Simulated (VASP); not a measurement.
# Sn12O23F (a cell with a defect) (Cassiterite) in VASP: notebook

The runs below take Sn12O23F (a cell with a defect) (Cassiterite) through single point, with PBE.

All numbers are computed with VASP 6.6.1; they aren't measurements. Logs are shortened: lines on timing, memory, paths and dates and some standing lists are left out, and cuts for length are marked.

## 1. The crystal as given

The cell holds a defect, 36 atoms: a = 6.701 Å, b = 6.701 Å, c = 9.559 Å, α = 90.00°, β = 90.00°, γ = 90.00°.

## 2. Single point, PBE

Input file INCAR:

```
SYSTEM = Sn12O23F
ALGO     = Fast           ! electronic algorithm
EDIFF    = 1E-6           ! SCF threshold, eV
ENCUT    = 520            ! plane-wave cutoff, eV
GGA      = PE             ! functional
ISIF     = 2              ! what is computed and relaxed
ISMEAR   = -1             ! smearing method
LASPH    = .TRUE.         ! aspherical terms in the spheres
LCHARG   = .FALSE.        ! write CHGCAR
LREAL    = Auto         
LWAVE    = .FALSE.        ! write WAVECAR
NBANDS   = 180            ! bands
NELECT   = 312.0        
NELM     = 100            ! most SCF steps
PREC     = Accurate       ! precision mode
SIGMA    = 0.01           ! smearing width, eV
```

Input file KPOINTS:

```
k-points
0
G
  3 3 2
  0 0 0
```

Input file POSCAR:

```
Sn12O23F
1.0
    4.7380000000      4.7380000000      0.0000000000
   -4.7380000000      4.7380000000      0.0000000000
    0.0000000000      0.0000000000      9.5595000000
Sn F O
12 1 23
Direct
   -0.0204750800      0.0000000000      0.0000000000
    0.0063434288      0.0000000000      0.3338558248
    0.0063434288      0.0000000000      0.6661441752
    0.4988944486      0.5000000000      0.0000000000
    0.4978797875      0.5000000000      0.3335711085
    0.4978797875      0.5000000000      0.6664288915
    0.5107954352      0.0000000000      0.1753705780
    0.5029527393      0.0000000000      0.5000000000
    0.5107954352      0.0000000000      0.8246294220
   -0.0002292404      0.5000000000      0.1663261632
   -0.0020339836      0.5000000000      0.5000000000
   -0.0002292404      0.5000000000      0.8336738368
    0.3002831613      0.0000000000      0.0000000000
    0.3096782154      0.0000000000      0.3326832108
    0.3096782154      0.0000000000      0.6673167892
    0.8036511962      0.5000000000      0.0000000000
    0.8036163210      0.5000000000      0.3318546827
    0.8036163210      0.5000000000      0.6681453173
    0.4949406448      0.3025079927      0.1654962188
    0.4999965041      0.3047918390      0.5000000000
    0.4949406448      0.3025079927      0.8345037812
    0.0013885941      0.8077349715      0.1640347421
    0.0059909660      0.8053201272      0.5000000000
    0.0013885941      0.8077349715      0.8359652579
    0.6788705468      0.0000000000      0.0000000000
    0.7021190145      0.0000000000      0.3366999370
    0.7021190145      0.0000000000      0.6633000630
    0.1940884265      0.5000000000      0.0000000000
    0.1930353626      0.5000000000      0.3325845169
    0.1930353626      0.5000000000      0.6674154831
    0.4949406448      0.6974920073      0.1654962188
    0.4999965041      0.6952081610      0.5000000000
    0.4949406448      0.6974920073      0.8345037812
    0.0013885941      0.1922650285      0.1640347421
    0.0059909660      0.1946798728      0.5000000000
    0.0013885941      0.1922650285      0.8359652579
```

Potentials or basis: VASP PAW PBE potentials, release 64 (Sn_d, F, O).

Command:

```console
$ cat potpaw_PBE.64/Sn_d/POTCAR potpaw_PBE.64/F/POTCAR potpaw_PBE.64/O/POTCAR > POTCAR
$ mpirun -np 1 vasp_std > vasp.out
```

OUTCAR:

```text
SYSTEM = Sn12O23F
   EDIFF = 1E-6
   ENCUT = 520
   GGA = PE
   ISIF = 2
   ISMEAR = -1
   LASPH = .TRUE.
   LREAL = Auto
   NELECT = 312.0
   NELM = 100
   PREC = Accurate

 ion  position               nearest neighbor table
   1  0.980  0.000  0.000-  25 2.01  24 2.03  22 2.03  34 2.03  36 2.03  13 2.15   2 3.20   3 3.20
                             7 3.56   9 3.56  10 3.71  12 3.71  10 3.71  12 3.71
   2  0.006  0.000  0.334-  14 2.03  26 2.04  23 2.06  35 2.06  34 2.07  22 2.07   3 3.18   1 3.20
                             7 3.65   8 3.69   7 3.70  11 3.71  11 3.71  10 3.71  10 3.71   8 3.73
   3  0.006  0.000  0.666-  15 2.03  27 2.04  23 2.06  35 2.06  24 2.07  36 2.07   2 3.18   1 3.20
                             9 3.65   8 3.69   9 3.70  11 3.71  11 3.71  12 3.71  12 3.71   8 3.73
   4  0.499  0.500  0.000-  16 2.04  28 2.04  21 2.06  19 2.06  31 2.06  33 2.06   5 3.19   6 3.19
                            10 3.70  12 3.70  10 3.71  12 3.71   7 3.75   9 3.75   7 3.75   9 3.75
   5  0.498  0.500  0.334-  29 2.04  17 2.05  20 2.06  32 2.06  31 2.08  19 2.08   6 3.18   4 3.19
                             7 3.68   7 3.68  10 3.70  11 3.71   8 3.71   8 3.71  11 3.71  10 3.72
   6  0.498  0.500  0.666-  30 2.04  18 2.05  20 2.06  32 2.06  21 2.08  33 2.08   5 3.18   4 3.19
                             9 3.68   9 3.68  12 3.70  11 3.71   8 3.71   8 3.71  11 3.71  12 3.72
   7  0.511  0.000  0.175-  26 2.01  14 2.02  25 2.02  19 2.03  31 2.03  13 2.19   8 3.10   9 3.35
                             1 3.56   2 3.65   5 3.68   5 3.68   2 3.70   4 3.75   4 3.75
   8  0.503  0.000  0.500-  20 2.04  32 2.04  27 2.05  26 2.05  14 2.06  15 2.06   7 3.10   9 3.10
                             2 3.69   3 3.69   5 3.71   6 3.71   5 3.71   6 3.71   2 3.73   3 3.73
   9  0.511  0.000  0.825-  27 2.01  15 2.02  25 2.02  21 2.03  33 2.03  13 2.19   8 3.10   7 3.35
                             1 3.56   3 3.65   6 3.68   6 3.68   3 3.70   4 3.75   4 3.75
  10  1.000  0.500  0.166-  29 2.05  28 2.06  17 2.06  22 2.06  34 2.06  16 2.06  12 3.18  11 3.19
                             5 3.70   4 3.70   1 3.71   1 3.71   2 3.71   2 3.71   4 3.71   5 3.72
  11  0.998  0.500  0.500-  23 2.05  35 2.05  30 2.07  29 2.07  17 2.07  18 2.07  10 3.19  12 3.19
                             2 3.71   3 3.71   2 3.71   3 3.71   5 3.71   6 3.71   5 3.71   6 3.71
  12  1.000  0.500  0.834-  30 2.05  28 2.06  18 2.06  24 2.06  36 2.06  16 2.06  10 3.18  11 3.19
                             6 3.70   4 3.70   1 3.71   1 3.71   3 3.71   3 3.71   4 3.71   6 3.72
  13  0.300  0.000  0.000-   1 2.15   7 2.19   9 2.19
  14  0.310  0.000  0.333-   7 2.02   2 2.03   8 2.06
  15  0.310  0.000  0.667-   9 2.02   3 2.03   8 2.06
  16  0.804  0.500  0.000-   4 2.04  10 2.06  12 2.06
  17  0.804  0.500  0.332-   5 2.05  10 2.06  11 2.07
  18  0.804  0.500  0.668-   6 2.05  12 2.06  11 2.07
[... 16 lines left out ...]
  35  0.006  0.195  0.500-  11 2.05   3 2.06   2 2.06
  36  0.001  0.192  0.836-   1 2.03  12 2.06   3 2.07

  LATTYP: Found a simple tetragonal cell.
 ALAT       =     6.7005438585
 C/A-ratio  =     1.4266752374

  Lattice vectors:

 A1 = (   4.7380000000,   4.7380000000,   0.0000000000)
 A2 = (  -4.7380000000,   4.7380000000,   0.0000000000)
 A3 = (   0.0000000000,   0.0000000000,   9.5595000000)

Analysis of symmetry for initial positions (statically):
=====================================================================
 Subroutine PRICEL returns:
 Original cell was already a primitive cell.

 Routine SETGRP: Setting up the symmetry group for a
 simple tetragonal supercell.

 Subroutine GETGRP returns: Found  4 space group operations
 (whereof  4 operations were pure point group operations)
 out of a pool of 16 trial point group operations.

The static configuration has the point symmetry C_2v.

Analysis of symmetry for dynamics (positions and initial velocities):
=====================================================================
 Subroutine PRICEL returns:
 Original cell was already a primitive cell.

 Routine SETGRP: Setting up the symmetry group for a
 simple tetragonal supercell.

 Subroutine GETGRP returns: Found  4 space group operations
 (whereof  4 operations were pure point group operations)
 out of a pool of 16 trial point group operations.

The dynamic configuration has the point symmetry C_2v.

 Subroutine INISYM returns: Found  4 space group operations
 (whereof  4 operations are pure point group operations),
 and found     1 'primitive' translations

----------------------------------------------------------------------------------------

                                     Primitive cell

  volume of cell :     429.1956

  direct lattice vectors                    reciprocal lattice vectors
     4.738000000  4.738000000  0.000000000     0.105529759  0.105529759  0.000000000
    -4.738000000  4.738000000  0.000000000    -0.105529759  0.105529759  0.000000000
     0.000000000  0.000000000  9.559500000     0.000000000  0.000000000  0.104607982

  length of vectors
[... 96 lines left out ...]

  Shift w.r.t. Gamma in fractional coordinates (k-lattice)
     0.000000000  0.000000000  0.000000000

 Subroutine IBZKPT returns following result:
 ===========================================

 Found      8 irreducible k-points:

 Following reciprocal coordinates:
            Coordinates               Weight
  0.000000  0.000000  0.000000      1.000000
  0.333333  0.000000  0.000000      2.000000
  0.000000  0.333333  0.000000      2.000000
  0.333333  0.333333  0.000000      4.000000
  0.000000  0.000000  0.500000      1.000000
  0.333333  0.000000  0.500000      2.000000
  0.000000  0.333333  0.500000      2.000000
  0.333333  0.333333  0.500000      4.000000
   k-points           NKPTS =      8   k-points in BZ     NKDIM =      8   number of bands    NBANDS=    180
   number of dos      NEDOS =    301   number of ions     NIONS =     36
   total plane-waves  NPLWV = 180000
   dimension x,y,z NGX =    50 NGY =   50 NGZ =   72
   dimension x,y,z NGXF=   100 NGYF=  100 NGZF=  144
   ions per type =              12   1  23
   NGX,Y,Z   is equivalent  to a cutoff of  12.41, 12.41, 12.52 a.u.
   NGXF,Y,Z  is equivalent  to a cutoff of  24.81, 24.81, 25.04 a.u.
 SYSTEM =  Sn12O23F
   PREC   = accura    normal or accurate (medium, high low for compatibility)
   ISTART =      0    job   : 0-new  1-cont  2-samecut
   ICHARG =      2    charge: 1-file 2-atom 10-const
   ISPIN  =      1    spin polarized calculation?
   LNONCOLLINEAR =      F non collinear calculations
   LSORBIT =      F    spin-orbit coupling
   LASPH  =      T    aspherical Exc in radial PAW
   ENCUT  =  520.0 eV  38.22 Ry    6.18 a.u.  12.46 12.46 17.77*2*pi/ulx,y,z
   NELM   =    100;   NELMIN=  2; NELMDL= -5     # of ELM steps
   EDIFF  = 0.1E-05   stopping-criterion for ELM
   LREAL  =      T    real-space projection
   EDIFFG = 0.1E-04   stopping-criterion for IOM
   NSW    =      0    number of steps for IOM
   IBRION =     -1    ionic relax: 0-MD 1-quasi-New 2-CG
   NFREE  =      0    steps in history (QN), initial steepest desc. (CG)
   ISIF   =      2    stress and relaxation
   ISYM   =      2    0-nonsym 1-usesym 2-fastsym
   POTIM  = 0.5000    time-step for ionic-motion
   TEBEG  =    0.0;   TEEND  =   0.0 temperature during run
   PSTRESS=    0.0 pullay stress
   NELECT =     312.0000    total number of electrons
   NUPDOWN=      -1.0000    fix difference up-down
   EMIN   =  10.00;   EMAX   =-10.00  energy-range for DOS
   EFERMI =   0.00;   METHOD = LEGACY
   ISMEAR =    -1;   SIGMA  =   0.01  broadening in eV -4-tet -1-fermi 0-gaus
   EFERMI_NEDOS =   21; number of points for ismear=-14 and -15
   IALGO  =     68    algorithm
   IMIX   =      4    mixing-type and parameters
     AMIX     =   0.40;   BMIX     =  1.00
     AMIX_MAG =   1.60;   BMIX_MAG =  1.00
  volume/ion in A,a.u.               =      11.92        80.45
  Fermi-wavevector in a.u.,A,eV,Ry     =   1.472000  2.781677 29.480903  2.166785
  Thomas-Fermi vector in A             =   2.587068
   LORBIT       =      0    0 simple, 1 ext, 2 COOP (PROOUT), +10 PAW based schemes
   GGA     = PE    functional components
   LHFCALC =     F    Hartree Fock is set to
   AEXX    =    0.0000 exact exchange contribution
   IVDW    =     0    specifies the selected vdW correction
   LEPSILON=     F    determine dielectric tensor
   LRPA    =     F    only Hartree local field effects (RPA)
 non-spin polarized calculation
 RMM-DIIS sequential band-by-band and
  energy-cutoff  :      520.00
  volume of cell :      429.20
 maximum number of plane-waves:     11628
 NGX is ok and might be reduce to    50
   NGX = 25   NGY = 25   NGZ = 35

 number of electron     312.0000072 magnetization

 Free energy of the ion-electron system (eV)
  ---------------------------------------------------
  ext. energy  EPLUGINS =         0.00000000
  ---------------------------------------------------
  free energy    TOTEN  =      -228.07562844 eV

  energy without entropy =     -228.07562844  energy(sigma->0) =     -228.07562844

 E-fermi :   6.3475     XC(G=0): -11.2197

 val. band max:        6.1168770278   @ k =   0.0000   0.0000   0.0000
 cond. band min:       7.2542304094   @ k =   0.0000   0.0000   0.0000
 fundamental gap:      1.1373533815
 Fermi energy:         6.3474839928

 k-point     1 :       0.0000    0.0000    0.0000
  band No.  band energies     occupation
      1     -18.0543      2.00000
      2     -15.1445      2.00000
      3     -14.8608      2.00000
      4     -14.8240      2.00000
      5     -14.7474      2.00000
      6     -14.7237      2.00000
[... 1357 lines left out ...]
    167      12.4355      0.00000
    168      12.4382      0.00000
 [bands above 168 left out]

------------------------ aborting loop because EDIFF is reached ----------------------------------------

  FORCE on cell =-STRESS in cart. coord.  units (eV):
  Direction    XX          YY          ZZ          XY          YZ          ZX
  --------------------------------------------------------------------------------------
  -------------------------------------------------------------------------------------
  Total       16.1536716     16.1536716     25.6154706      4.7116242      0.0000000      0.0000000
  in kB       60.3012820     60.3012820     95.6219588     17.5883842      0.0000000      0.0000000
  external PRESSURE =      72.0748409 kB  Pullay stress =       0.0000000 kB

 VOLUME and BASIS-vectors are now :
 -----------------------------------------------------------------------------
  energy-cutoff  :      520.00
  volume of cell :      429.20
      direct lattice vectors                 reciprocal lattice vectors
     4.738000000  4.738000000  0.000000000     0.105529759  0.105529759  0.000000000
    -4.738000000  4.738000000  0.000000000    -0.105529759  0.105529759  0.000000000
     0.000000000  0.000000000  9.559500000     0.000000000  0.000000000  0.104607982

 POSITION                                       TOTAL-FORCE (eV/Angst)
 -----------------------------------------------------------------------------------
      4.64099      4.64099      0.00000         0.000549      0.000549      0.000000
      0.03006      0.03006      3.19149         0.001418      0.001418      0.006394
      0.03006      0.03006      6.36801         0.001418      0.001418     -0.006394
     -0.00524      4.73276      0.00000        -0.000757     -0.000757      0.000000
     -0.01005      4.72795      3.18877        -0.003217     -0.003217      0.003245
     -0.01005      4.72795      6.37073        -0.003217     -0.003217     -0.003245
[... 28 lines left out ...]
     -0.89401      0.95078      4.77975        -0.011906      0.019705      0.000000
     -0.90437      0.91753      7.99141        -0.006427      0.015316      0.002305
 -----------------------------------------------------------------------------------
    total drift:                                0.028634      0.028634     -0.000007

  FREE ENERGIE OF THE ION-ELECTRON SYSTEM (eV)
  ---------------------------------------------------
  free  energy   TOTEN  =      -228.0756284417 eV

  energy  without entropy=     -228.0756284417  energy(sigma->0) =     -228.07562844
```

It took 9.3 min on 1 thread of Intel Xeon 6975P-C (Granite Rapids), shared host; peak memory 0.66 GiB.

Results:

* Free energy: -228.0756 eV
* Largest force: 0.031 eV/Å
* Band gap on the k mesh: 1.14 eV, direct

Forces on the atoms (eV/Å):
```
Sn   0.001  0.001  0.000
Sn   0.001  0.001  0.006
Sn   0.001  0.001 -0.006
Sn  -0.001 -0.001  0.000
Sn  -0.003 -0.003  0.003
Sn  -0.003 -0.003 -0.003
Sn   0.010  0.010 -0.012
Sn  -0.002 -0.002  0.000
Sn   0.010  0.010  0.012
Sn   0.007  0.007  0.006
Sn  -0.006 -0.006  0.000
Sn   0.007  0.007 -0.006
F   -0.014 -0.014  0.000
O   -0.017 -0.017 -0.002
O   -0.017 -0.017  0.002
O   -0.012 -0.012  0.000
O   -0.015 -0.015 -0.008
O   -0.015 -0.015  0.008
O    0.005 -0.009 -0.007
O    0.014 -0.015  0.000
O    0.005 -0.009  0.007
O    0.015 -0.006 -0.002
O    0.020 -0.012  0.000
O    0.015 -0.006  0.002
O   -0.018 -0.018  0.000
O    0.020  0.020  0.014
O    0.020  0.020 -0.014
O    0.009  0.009  0.000
O    0.009  0.009 -0.004
O    0.009  0.009  0.004
O   -0.009  0.005 -0.007
O   -0.015  0.014  0.000
O   -0.009  0.005  0.007
O   -0.006  0.015 -0.002
O   -0.012  0.020  0.000
O   -0.006  0.015  0.002
```

Levels at points of the mesh, in eV from the valence-band top:
```tsv
k point	band 152	band 153	band 154	band 155	band 156	band 157	band 158	band 159	band 160	band 161
(0.00, 0.00, 0.00)	-0.73	-0.71	-0.71	-0.67	0.00	1.14	4.46	4.53	4.69	4.88
(0.00, 0.00, 0.50)	-0.71	-0.67	-0.65	-0.29	-0.15	2.54	2.67	4.67	4.74	4.78
```

Caveat: the cell carries a net charge on a neutralising background, which shifts energy and pressure; the cell is charged against a uniform background, so pressure and absolute levels hang on convention; spin-orbit coupling is left out, which moves the levels of the heavy elements. As with any semilocal functional, this PBE gap is likely too small.

## 3. Single point, PBE

Input file INCAR:

```
SYSTEM = Sn12O23F
PREC = Accurate ; ENCUT = 520
EDIFF = 1E-6 ; ISMEAR = -1
SIGMA = 0.01 ; LREAL = Auto
LASPH = .True. ; NELM = 100
ALGO = Fast ; ISIF = 2
LWAVE = .False. ; LCHARG = .True.
GGA = PE ; LELF = .True.
LVHAR = .True. ; NBANDS = 180
NELECT = 312.0
```

Input file KPOINTS:

```
regular mesh
0
Gamma
  3 3 2
  0 0 0
```

Input file POSCAR:

```
Sn12O23F
1.0
    4.7380000000      4.7380000000      0.0000000000
   -4.7380000000      4.7380000000      0.0000000000
    0.0000000000      0.0000000000      9.5595000000
Sn F O
12 1 23
Direct
    0.0000000000      0.0000000000      0.0000000000
    0.0000000000      0.0000000000      0.3333333333
    0.0000000000      0.0000000000      0.6666666667
    0.5000000000      0.5000000000      0.0000000000
    0.5000000000      0.5000000000      0.3333333333
    0.5000000000      0.5000000000      0.6666666667
    0.5000000000      0.0000000000      0.1666666667
    0.5000000000      0.0000000000      0.5000000000
    0.5000000000      0.0000000000      0.8333333333
    0.0000000000      0.5000000000      0.1666666667
    0.0000000000      0.5000000000      0.5000000000
    0.0000000000      0.5000000000      0.8333333333
    0.3071000000      0.0000000000      0.0000000000
    0.3071000000      0.0000000000      0.3333333333
    0.3071000000      0.0000000000      0.6666666667
    0.8071000000      0.5000000000      0.0000000000
    0.8071000000      0.5000000000      0.3333333333
    0.8071000000      0.5000000000      0.6666666667
    0.5000000000      0.3071000000      0.1666666667
    0.5000000000      0.3071000000      0.5000000000
    0.5000000000      0.3071000000      0.8333333333
    0.0000000000      0.8071000000      0.1666666667
    0.0000000000      0.8071000000      0.5000000000
    0.0000000000      0.8071000000      0.8333333333
    0.6929000000      0.0000000000      0.0000000000
    0.6929000000      0.0000000000      0.3333333333
    0.6929000000      0.0000000000      0.6666666667
    0.1929000000      0.5000000000      0.0000000000
    0.1929000000      0.5000000000      0.3333333333
    0.1929000000      0.5000000000      0.6666666667
    0.5000000000      0.6929000000      0.1666666667
    0.5000000000      0.6929000000      0.5000000000
    0.5000000000      0.6929000000      0.8333333333
    0.0000000000      0.1929000000      0.1666666667
    0.0000000000      0.1929000000      0.5000000000
    0.0000000000      0.1929000000      0.8333333333
```

Potentials or basis: VASP PAW PBE potentials, release 64 (Sn_d, F, O).

Command:

```console
$ cat potpaw_PBE.64/Sn_d/POTCAR potpaw_PBE.64/F/POTCAR potpaw_PBE.64/O/POTCAR > POTCAR
$ mpirun -np 1 vasp_std > vasp.out
```

It took 11 min on 1 thread of Intel Xeon 6975P-C (Granite Rapids), shared host; peak memory 0.66 GiB.

It converged, with:

| Property | Result |
| --- | --- |
| Free energy | -227.2794 eV |
| Largest force | 3.717 eV/Å |
| Band gap on the k mesh | 1.00 eV, direct |

Forces on the atoms (eV/Å):
```
Sn  -2.066 -2.066  0.000
Sn  -0.151 -0.151  0.669
Sn  -0.151 -0.151 -0.669
Sn   0.190  0.190  0.000
Sn  -0.023 -0.023  0.678
Sn  -0.023 -0.023 -0.678
Sn   1.547  1.547  3.004
Sn   0.213  0.213  0.000
Sn   1.547  1.547 -3.004
Sn  -0.060 -0.060  0.291
Sn   0.012  0.012  0.000
Sn  -0.060 -0.060 -0.291
F   -0.451 -0.451  0.000
O   -0.224 -0.224 -0.627
O   -0.224 -0.224  0.627
O   -0.230 -0.230  0.000
O   -0.255 -0.255 -0.251
O   -0.255 -0.255  0.251
O    0.447 -0.763 -0.511
O    0.253 -0.281  0.000
O    0.447 -0.763  0.511
O    0.137  0.325 -0.625
O    0.211 -0.160  0.000
O    0.137  0.325  0.625
O   -0.781 -0.781  0.000
O    0.188  0.188 -0.279
O    0.188  0.188  0.279
O    0.291  0.291  0.000
O    0.231  0.231 -0.222
O    0.231  0.231  0.222
O   -0.763  0.447 -0.511
O   -0.281  0.253  0.000
O   -0.763  0.447  0.511
O    0.325  0.137 -0.625
O   -0.160  0.211  0.000
O    0.325  0.137  0.625
```

Levels at points of the mesh, in eV from the valence-band top:
| k point | band 152 | band 153 | band 154 | band 155 | band 156 | band 157 | band 158 | band 159 | band 160 | band 161 |
| --- | --- | --- | --- | --- | --- | --- | --- | --- | --- | --- |
| (0.00, 0.00, 0.00) | -0.69 | -0.69 | -0.66 | -0.61 | 0.00 | 1.00 | 4.14 | 4.15 | 4.34 | 4.84 |
| (0.00, 0.00, 0.50) | -0.63 | -0.61 | -0.61 | -0.41 | -0.10 | 2.27 | 2.64 | 4.43 | 4.47 | 4.48 |

Caveat: the cell carries a net charge on a neutralising background, which shifts energy and pressure; the cell is charged against a uniform background, so pressure and absolute levels hang on convention; spin-orbit coupling is left out, which moves the levels of the heavy elements.

(Part 1 of 2 ends here.)
